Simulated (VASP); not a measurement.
Output of a VASP run:

**OSZICAR**
```
       N       E                     dE             d eps       ncg     rms          rms(c)
DAV:   1     0.318925386118E+02    0.31893E+02   -0.26892E+03 11112   0.237E+02
DAV:   2    -0.639067723012E+00   -0.32532E+02   -0.31040E+02 12856   0.866E+01
DAV:   3    -0.145149972581E+01   -0.81243E+00   -0.81038E+00 12840   0.971E+00
DAV:   4    -0.145245350134E+01   -0.95378E-03   -0.95377E-03 11816   0.384E-01
DAV:   5    -0.145245487401E+01   -0.13727E-05   -0.13726E-05 13072   0.134E-02    0.771E+00
DAV:   6    -0.146102363853E+01   -0.85688E-02   -0.65907E-04 12112   0.104E-01    0.462E+00
DAV:   7    -0.146590721833E+01   -0.48836E-02   -0.15500E-03 12752   0.164E-01    0.507E-02
DAV:   8    -0.146591508847E+01   -0.78701E-05   -0.45207E-05 12064   0.294E-02    0.156E-02
DAV:   9    -0.146591726618E+01   -0.21777E-05   -0.52069E-06 13096   0.913E-03    0.315E-03
DAV:  10    -0.146591638091E+01    0.88527E-06   -0.83283E-07 11760   0.387E-03    0.200E-03
DAV:  11    -0.146591643193E+01   -0.51018E-07   -0.64912E-08  8960   0.105E-03
   1 F= -.14659164E+01 E0= -.14658828E+01  d E =-.672201E-04
 imaginary and real dielectric function
```

File OUTCAR:
```
------------------------ aborting loop because EDIFF is reached ----------------------------------------
  FORCE on cell =-STRESS in cart. coord.  units (eV):
  Direction    XX          YY          ZZ          XY          YZ          ZX
  --------------------------------------------------------------------------------------
  Total       -0.0021950     -0.0021950     -0.0021950     -0.0000000      0.0000000     -0.0000000
  in kB       -0.0882050     -0.0882050     -0.0882050     -0.0000000      0.0000000     -0.0000000
  external PRESSURE =      -0.0882050 kB  Pullay stress =       0.0000000 kB
  volume of cell :       39.87
      direct lattice vectors                 reciprocal lattice vectors
     0.000000000  2.711473256  2.711473256    -0.184401598  0.184401598  0.184401598
     2.711473256  0.000000000  2.711473256     0.184401598 -0.184401598  0.184401598
     2.711473256  2.711473256  0.000000000     0.184401598  0.184401598 -0.184401598
 POSITION                                       TOTAL-FORCE (eV/Angst)
 -----------------------------------------------------------------------------------
      0.00000      0.00000      0.00000        -0.000000      0.000000      0.000000
 -----------------------------------------------------------------------------------
    total drift:                               -0.000000     -0.000000     -0.000000
  FREE ENERGIE OF THE ION-ELECTRON SYSTEM (eV)
  ---------------------------------------------------
  free  energy   TOTEN  =        -1.4659164319 eV

  energy  without entropy=       -1.4658492118  energy(sigma->0) =       -1.46588282

 plasma frequency squared (from intraband transitions) (eV^2)
  --------------------------------------------------------------------------------------
       7.947       0.000      -0.000
       0.000       7.947       0.000
      -0.000       0.000       7.947

 plasma frequency squared (from interband transitions, int dw w eps(2)(w)) (eV^2)
  --------------------------------------------------------------------------------------
     328.966       0.000       0.000       0.000      -0.000       0.000
       0.000      -0.000     328.966       0.000       0.000       0.000
      -0.000      -0.000       0.000      -0.000     328.966       0.000
```
(Selected blocks of OUTCAR.)

POSCAR:
```
Yb
1
    0.0000000000     2.7114732558     2.7114732558
    2.7114732558     0.0000000000     2.7114732558
    2.7114732558     2.7114732558     0.0000000000
Yb
1
Direct
  0.0000000000   0.0000000000   0.0000000000
```

**Question.** Reconstruct the remaining input files.

**Answer.** Several could match; the one computed here: the input of the run itself, PBE GGA, plane waves, VASP's PBE PAW potentials (set 64).

**INCAR**
```
SYSTEM = Yb
PREC = Accurate
ENCUT = 400
EDIFF = 1E-7
NELM = 100
ALGO = Normal
LREAL = .FALSE.
LASPH = .TRUE.
ISMEAR = 0
SIGMA = 0.01
GGA = PE
LMAXMIX = 6
LWAVE = .FALSE.
LCHARG = .FALSE.
LOPTICS = .TRUE.
NBANDS = 24
NEDOS = 1001
CSHIFT = 0.1
```

### KPOINTS
```
Regular mesh
0
Gamma
  19 19 19
0 0 0
```

POTCAR, in this order: Yb_2 (PBE.64 set). Program: vasp_std.

The 4f electrons are frozen in the core of the lanthanide potential, so 4f levels, which can set the real gap, and their magnetism are missing. The dielectric response may not be converged in the k-mesh; for small gaps it tends to come out too large.

The compound is Yb in the fcc structure. It was relaxed first.
